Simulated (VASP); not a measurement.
```xyz
4
Lattice="1.2722 -2.2035 0.0000 1.2722 2.2035 0.0000 0.0000 0.0000 4.2087" Properties=species:S:1:pos:R:3 pbc="T T T"
B      1.2722    -0.7345     2.1054
B      1.2722     0.7345     0.0010
N      1.2722    -0.7345     3.6816
N      1.2722     0.7345     1.5772
```

Level of theory: r2SCAN+rVV10, VASP's PBE PAW potentials (set 64) (plane waves; VASP 6.6.1). Settings: 520 eV cut-off, 11×11×6 Γ-centred mesh, tetrahedra with Blöchl corrections, potentials B N.

The cores are frozen, which limits the accuracy of field gradients.

Task: Give the principal components of the electric field gradient (V/Å²) and the asymmetry η at each nucleus.

Result: 
```tsv
atom	Vxx	Vyy	Vzz	η
B1	-0.5	-0.5	1.0	0.00
B2	-0.5	-0.5	1.0	0.00
N3	-2.4	-2.4	4.7	0.00
N4	-2.4	-2.4	4.7	0.00
```

The compound is BN in the wurtzite structure, a metastable high-pressure form. It was relaxed first.
